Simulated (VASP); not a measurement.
An input for Ansatz (written as the equivalent of a VASP run, and not itself run):

Ansatz 0.2 input:
```yaml
crystal:
  lattice:
    - [0.0000000, 2.5104631, 2.5104631]
    - [2.5104631, 0.0000000, 2.5104631]
    - [2.5104631, 2.5104631, 0.0000000]
  atoms:
    - { symbol: Hf, position: [0.0000000, 0.0000000, 0.0000000] }
    - { symbol: O, position: [0.2500000, 0.2500000, 0.2500000] }
    - { symbol: O, position: [0.7500000, 0.7500000, 0.7500000] }
kpoints:
  mp_grid: { grid: [8, 8, 8] }
hamiltonian:
  xc: pbesol
  pseudopotentials: { kind: paw }
scf:
  occupations: { method: gaussian, width: 0.05 }
  max_iter: 100
output: { forces: true, stress: true, eigenvalues: true }
```

Task: Translate this input to VASP (INCAR, KPOINTS, POSCAR, choice of POTCAR).

Result: This is not unique; one that fits is 
File KPOINTS:
```
Automatic mesh
0
gamma
8 8 8
0 0 0
```

File POSCAR:
```
HfO2
1
    0.0000000000     2.5104630632     2.5104630632
    2.5104630632     0.0000000000     2.5104630632
    2.5104630632     2.5104630632     0.0000000000
Hf O
1 2
Direct
  0.0000000000   0.0000000000   0.0000000000
  0.2500000000   0.2500000000   0.2500000000
  0.7500000000   0.7500000000   0.7500000000
```

### INCAR
```
ALGO = Normal
EDIFF = 1E-7
ENCUT = 600
GGA = PS
ISIF = 2
ISMEAR = 0
LASPH = .True.
LCHARG = .False.
LMAXMIX = 6
LREAL = .False.
LWAVE = .False.
NELM = 100
PREC = Accurate
SIGMA = 0.05
SYSTEM = HfO2
```

POTCAR, in this order: Hf_pv O (PBE.64 set). Program: vasp_std.

Limits of the translation: each code has its own PAW files, so the cut-off isn't converted (ENCUT is set for VASP's; basis.ecutwfc is left out, and Ansatz then takes the one that its files recommend); Ansatz stops its SCF on the density residual and VASP on the energy change (EDIFF).

The compound is HfO2 in the fluorite structure, the high-temperature cubic form, which is unstable at 0 K; the monoclinic form is the stable one. It was relaxed first.
